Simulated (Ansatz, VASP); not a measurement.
## Cross-check of TiC between VASP and Ansatz

Wanted: the spread between two codes on one cell, functional and k mesh. The cell is taken from a series of runs on this material, whose earlier steps may have relaxed, scaled, displaced or heated it; both programs get it as it stands.

Main program and level: Ansatz 0.2.0; plane waves, with VASP 6.6.1 beside it; PBEsol.

## Step 1: The starting structure

The structure is trigonal, space group R-3m (No. 166). Conventional cell: a = 3.005 Å, b = 3.005 Å, c = 7.482 Å, α = 90.00°, β = 90.00°, γ = 120.00°. C has 6 Ti at 2.14 Å nearest. Nearest to Ti lie 6 C at 2.14 Å. Farther neighbours are not listed.

As a file:

```cif
data_structure
_symmetry_space_group_name_H-M 'P 1'
_symmetry_Int_Tables_number 1
_cell_length_a 3.0382
_cell_length_b 3.0382
_cell_length_c 3.0382
_cell_angle_alpha 59.282
_cell_angle_beta 59.282
_cell_angle_gamma 59.282
_cell_volume 19.51
loop_
_atom_site_label
_atom_site_type_symbol
_atom_site_fract_x
_atom_site_fract_y
_atom_site_fract_z
_atom_site_occupancy
C1 C 0.50000 0.50000 0.50000 1
Ti2 Ti 0.00000 0.00000 0.00000 1
```

## Step 2: VASP: zone-centre phonons, PBEsol

Second derivatives magnify differences that forces hide, and they need a tight electronic threshold.

Lines of VASP's logs that name or quote its potential files are left out, and so is its time.

File INCAR:

```
SYSTEM = TiC
PREC = Accurate
ENCUT = 600
EDIFF = 1E-08
NELM = 120
ISMEAR = 1
SIGMA = 0.2
LREAL = .FALSE.
ALGO = Normal
GGA = PS
NBANDS = 14
LASPH = .TRUE.
LORBIT = 11
LWAVE = .FALSE.
LCHARG = .FALSE.
ISIF = 2
IBRION = 8
GGA_COMPAT = .FALSE.
KPAR = 2
```

File POSCAR:

```
TiC
1.0
    0.0232920261      2.1482709100      2.1482709100
    2.1482709100      0.0232920261      2.1482709100
    2.1482709100      2.1482709100      0.0232920261
C Ti
1 1
Direct
    0.5000000000      0.5000000000      0.5000000000
    0.0000000000      0.0000000000      1.0000000000
```

File KPOINTS:

```
Automatic mesh
0
Gamma
16 16 16
0 0 0
```

Potentials, in the order of the species: C and Ti_sv (PBE family, release 64).

The run is started by

```
mpirun -np 2 vasp_std
```

Numbers of over 12 decimals in the logs are rounded to 6 here.

Log:

```text
[banner, memory and clock lines left out]
running    2 mpi-ranks, on    1 nodes
 distrk:  each k-point on    1 cores,    2 groups
 distr:  one band on    1 cores,    1 groups

 POSCAR found type information on POSCAR C Ti
 POSCAR found :  2 types and       2 ions
|                                                                             |
|               ----> ADVICE to this user running VASP <----                  |
|                                                                             |
|     You enforced a specific xc type in the INCAR file but a different       |
|     [... a line on the potential file left out ...]
|     I HOPE YOU KNOW WHAT YOU ARE DOING!                                     |
|                                                                             |

 LDA part: xc-table for (Slater+PW92), standard interpolation
 POSCAR, INCAR and KPOINTS ok, starting setup
 FFT: planning ... GRIDC
 FFT: planning ... GRID_SOFT
 FFT: planning ... GRID
 WAVECAR not read
 entering main loop
       N       E                     dE             d eps       ncg     rms          rms(c)
DAV:   1     0.127663075138E+03    0.12766E+03   -0.88778E+03 11676   0.152E+03
DAV:   2    -0.162862572568E+02   -0.14395E+03   -0.13562E+03 12390   0.373E+02
DAV:   3    -0.247601674434E+02   -0.84739E+01   -0.82665E+01 15614   0.869E+01
DAV:   4    -0.251046829524E+02   -0.34452E+00   -0.34421E+00 14510   0.158E+01
DAV:   5    -0.251139242116E+02   -0.92413E-02   -0.92406E-02 15832   0.226E+00    0.193E+01
DAV:   6    -0.203166737259E+02    0.47973E+01   -0.12353E+01 16898   0.603E+01    0.658E+00
DAV:   7    -0.198312514043E+02    0.48542E+00   -0.19437E+00 14138   0.209E+01    0.541E+00
DAV:   8    -0.197982434438E+02    0.33008E-01   -0.11639E-01 13220   0.442E+00    0.293E+00
DAV:   9    -0.197979221180E+02    0.32133E-03   -0.88684E-02 14318   0.342E+00    0.840E-01
DAV:  10    -0.197962114913E+02    0.17106E-02   -0.92617E-03 16398   0.136E+00    0.668E-01
DAV:  11    -0.197945075864E+02    0.17039E-02   -0.49566E-03 12462   0.105E+00    0.931E-02
DAV:  12    -0.197944936702E+02    0.13916E-04   -0.33378E-04 13254   0.241E-01    0.241E-02
DAV:  13    -0.197944866941E+02    0.69761E-05   -0.12242E-05 16806   0.428E-02    0.498E-03
DAV:  14    -0.197944862195E+02    0.47466E-06   -0.36188E-07 17092   0.898E-03    0.268E-03
DAV:  15    -0.197944861294E+02    0.90069E-07   -0.80885E-08 14976   0.173E-03    0.185E-04
DAV:  16    -0.197944861323E+02   -0.29122E-08   -0.28599E-09  8094   0.601E-04
   1 F= -.19794486E+02 E0= -.19794430E+02  d E =-.169416E-03
 Linear response reoptimize wavefunctions to high precision
DAV:   1    -0.197944861292E+02    0.30732E-08   -0.79578E-10  8606   0.329E-04
DAV:   2    -0.197944861292E+02   -0.23647E-10   -0.10828E-10  6786   0.100E-04
 Linear response DOF=           2
 Linear response progress:
  Degree of freedom:   1/  2
       N       E                     dE             d eps       ncg     rms          rms(c)
RMM:   1    -0.125239036285E+00   -0.12524E+00   -0.43066E-02 67360   0.228E+00
RMM:   2    -0.116522358765E+00    0.87167E-02   -0.55543E-03 60905   0.559E-01    0.138E-01
RMM:   3    -0.117195453050E+00   -0.67309E-03   -0.18722E-03 63897   0.238E-01    0.643E-02
RMM:   4    -0.118193177543E+00   -0.99772E-03   -0.69551E-04 65665   0.144E-01    0.150E-02
RMM:   5    -0.118326388965E+00   -0.13321E-03   -0.15042E-04 73745   0.583E-02    0.264E-03
RMM:   6    -0.118313133627E+00    0.13255E-04   -0.19716E-05 72855   0.238E-02    0.124E-03
RMM:   7    -0.118313127013E+00    0.66135E-08   -0.42371E-06 75082   0.112E-02    0.602E-04
RMM:   8    -0.118315337245E+00   -0.22102E-05   -0.87763E-07 74118   0.549E-03    0.346E-04
RMM:   9    -0.118313924749E+00    0.14125E-05   -0.30541E-07 75427   0.303E-03    0.924E-05
RMM:  10    -0.118313601835E+00    0.32291E-06   -0.53162E-07 75755   0.158E-03    0.518E-05
RMM:  11    -0.118313598719E+00    0.31157E-08   -0.28099E-07 75743   0.860E-04    0.311E-05
RMM:  12    -0.118313613566E+00   -0.14847E-07   -0.13787E-08 76842   0.466E-04    0.225E-05
RMM:  13    -0.118313658813E+00   -0.45248E-07   -0.13763E-07 70624   0.302E-04    0.639E-05
RMM:  14    -0.118313640818E+00    0.17995E-07   -0.25282E-08 69700   0.213E-04    0.243E-05
RMM:  15    -0.118313651078E+00   -0.10260E-07   -0.26215E-08 74817   0.102E-04    0.109E-05
RMM:  16    -0.118313651177E+00   -0.99269E-10   -0.19295E-08 76943   0.569E-05    0.561E-06
 first order change of Fermi-energy  -0.23086E-04
 force on displaced ion       1 direction 1 : -10.979  -0.296  -0.296
 Linear response progress:
  Degree of freedom:   2/  2
       N       E                     dE             d eps       ncg     rms          rms(c)
RMM:   1    -0.692262241979E+00   -0.69226E+00    0.58726E+00 30875   0.138E+02
RMM:   2    -0.664811812518E+00    0.27450E-01   -0.24452E-01 53197   0.503E+00    0.234E-01
RMM:   3    -0.663309540723E+00    0.15023E-02   -0.18838E-02 63362   0.118E+00    0.116E-01
RMM:   4    -0.662508256262E+00    0.80128E-03   -0.78091E-03 69518   0.529E-01    0.221E-02
RMM:   5    -0.663064172428E+00   -0.55592E-03   -0.12475E-03 73340   0.213E-01    0.104E-02
RMM:   6    -0.663404255547E+00   -0.34008E-03   -0.33928E-04 73995   0.933E-02    0.737E-03
RMM:   7    -0.663922001365E+00   -0.51775E-03   -0.81996E-05 65659   0.498E-02    0.629E-03
RMM:   8    -0.663762887792E+00    0.15911E-03   -0.40520E-05 70487   0.262E-02    0.492E-04
RMM:   9    -0.663759393691E+00    0.34941E-05   -0.23125E-05 75894   0.144E-02    0.788E-04
RMM:  10    -0.663784387341E+00   -0.24994E-04   -0.17361E-05 72894   0.862E-03    0.258E-04
RMM:  11    -0.663796863226E+00   -0.12476E-04   -0.13509E-05 74120   0.574E-03    0.351E-05
RMM:  12    -0.663797792942E+00   -0.92972E-06   -0.10748E-05 78034   0.395E-03    0.683E-05
RMM:  13    -0.663800658405E+00   -0.28655E-05   -0.85003E-06 71474   0.297E-03    0.265E-05
RMM:  14    -0.663801805796E+00   -0.11474E-05   -0.70819E-06 76928   0.230E-03    0.187E-05
RMM:  15    -0.663801428077E+00    0.37772E-06   -0.57883E-06 73388   0.186E-03    0.477E-05
RMM:  16    -0.663801450015E+00   -0.21938E-07   -0.50063E-06 78369   0.154E-03    0.577E-05
RMM:  17    -0.663801803261E+00   -0.35325E-06   -0.40162E-06 70073   0.131E-03    0.574E-05
RMM:  18    -0.663801842876E+00   -0.39615E-07   -0.34839E-06 77070   0.112E-03    0.636E-05
RMM:  19    -0.663802118684E+00   -0.27581E-06   -0.29367E-06 68301   0.978E-04    0.668E-05
 first order change of Fermi-energy   0.12283E-03
 force on displaced ion       2 direction 1 : -11.010  -0.295  -0.295
 Linear response finished
```

Parts of OUTCAR (step 2):

```text
ion  position               nearest neighbor table
   1  0.500  0.500  0.500-   2 2.14   2 2.14   2 2.14   2 2.14   2 2.14   2 2.14
   2  0.000  0.000  0.000-   1 2.14   1 2.14   1 2.14   1 2.14   1 2.14   1 2.14

  LATTYP: Found a trigonal (rhomboedric) cell.
 ALAT       =     3.0382031407
 COS(alpha) =     0.5108121962

 Subroutine GETGRP returns: Found 12 space group operations
 (whereof 12 operations were pure point group operations)

The static configuration has the point symmetry D_3d.

 Found    417 irreducible k-points:

   k-points           NKPTS =    417   k-points in BZ     NKDIM =    417   number of bands    NBANDS=     14

   dimension x,y,z NGX =    24 NGY =   24 NGZ =   24
   dimension x,y,z NGXF=    48 NGYF=   48 NGZF=   48

   ENCUT  =  600.0 eV  44.10 Ry    6.64 a.u.   6.07  6.07  6.07*2*pi/ulx,y,z

   NELECT =      16.0000    total number of electrons

 k-points in reciprocal lattice and weights: Automatic mesh
   0.00000000  0.00000000  0.00000000       0.000
   0.06250000  0.00000000  0.00000000       0.001
   0.12500000  0.00000000  0.00000000       0.001
   0.18750000  0.00000000  0.00000000       0.001
   0.25000000  0.00000000  0.00000000       0.001
   0.31250000  0.00000000  0.00000000       0.001
   0.37500000  0.00000000  0.00000000       0.001
   0.43750000  0.00000000  0.00000000       0.001
   0.50000000  0.00000000  0.00000000       0.001
[...]
-0.43750000  0.50000000  0.43750000       0.001
   0.50000000  0.50000000  0.50000000       0.000

 average (electrostatic) potential at core
       1 -44.1113       2 -70.3393

  Total        0.4905344      0.4905344      0.4905344     -0.2309802     -0.2309802     -0.2309802
  in kB       40.2906068     40.2906068     40.2906068    -18.9718247    -18.9718247    -18.9718247
  external PRESSURE =      40.2906068 kB  Pullay stress =       0.0000000 kB

  energy-cutoff  :      600.00
  volume of cell :       19.51
      direct lattice vectors                 reciprocal lattice vectors
     0.023292026  2.148270910  2.148270910    -0.236565146  0.234027766  0.234027766
     2.148270910  0.023292026  2.148270910     0.234027766 -0.236565146  0.234027766
     2.148270910  2.148270910  0.023292026     0.234027766  0.234027766 -0.236565146

 POSITION                                       TOTAL-FORCE (eV/Angst)
 -----------------------------------------------------------------------------------
      2.15992      2.15992      2.15992         0.000000     -0.000000      0.000000
      0.00000      0.00000      0.00000        -0.000000      0.000000     -0.000000
 -----------------------------------------------------------------------------------
    total drift:                                0.000000     -0.000000     -0.000000

 Eigenvectors and eigenvalues of the dynamical matrix
 ----------------------------------------------------

   1 f  =   17.164871 THz   107.850065 2PiTHz  572.558464 cm-1    70.988170 meV
             X         Y         Z           dx          dy          dz
      2.159917  2.159917  2.159917    -0.516089   -0.516089   -0.516089
      0.000000  0.000000  0.000000     0.258815    0.258815    0.258815

   2 f  =   16.494732 THz   103.639456 2PiTHz  550.205028 cm-1    68.216699 meV
             X         Y         Z           dx          dy          dz
      2.159917  2.159917  2.159917    -0.201643   -0.506621    0.708265
      0.000000  0.000000  0.000000     0.101148    0.254130   -0.355278

   3 f  =   16.494732 THz   103.639456 2PiTHz  550.205028 cm-1    68.216699 meV
             X         Y         Z           dx          dy          dz
      2.159917  2.159917  2.159917     0.701415   -0.525336   -0.176079
      0.000000  0.000000  0.000000    -0.351842    0.263518    0.088324

   4 f/i=    0.008751 THz     0.054982 2PiTHz    0.291891 cm-1     0.036190 meV
             X         Y         Z           dx          dy          dz
      2.159917  2.159917  2.159917     0.258815    0.258815    0.258815
      0.000000  0.000000  0.000000     0.516089    0.516089    0.516089

   5 f/i=    0.010047 THz     0.063127 2PiTHz    0.335128 cm-1     0.041551 meV
             X         Y         Z           dx          dy          dz
      2.159917  2.159917  2.159917    -0.360037    0.122593    0.237444
      0.000000  0.000000  0.000000    -0.717752    0.244396    0.473357

   6 f/i=    0.010047 THz     0.063127 2PiTHz    0.335128 cm-1     0.041551 meV
             X         Y         Z           dx          dy          dz
      2.159917  2.159917  2.159917    -0.066309    0.344956   -0.278647
      0.000000  0.000000  0.000000    -0.132191    0.687687   -0.555497

 ELASTIC MODULI CONTR FROM IONIC RELAXATION (kBar)
 Direction    XX          YY          ZZ          XY          YZ          ZX
 --------------------------------------------------------------------------------
 XX           0.0000      0.0000      0.0000      0.0000      0.0000      0.0000
 YY           0.0000      0.0000      0.0000      0.0000      0.0000      0.0000
 ZZ           0.0000      0.0000      0.0000      0.0000      0.0000      0.0000
 XY           0.0000      0.0000      0.0000      0.0000      0.0000      0.0000
 YZ           0.0000      0.0000      0.0000      0.0000      0.0000      0.0000
 ZX           0.0000      0.0000      0.0000      0.0000      0.0000      0.0000
 --------------------------------------------------------------------------------
```

[end of part 1 of 2]

[Lines on the potential files, build, host, timing and source positions are cut from VASP's logs without a mark.]

[Logs are printed without paths, hosts, clocks, repeated set-up lines and the standing remarks that a program may print on its own settings, such as how far it seeks lower states.]

[Hosts, paths, dates, database ids (printed as entryN), source tags and the programs' standing remarks are cut or masked in the printed files.]
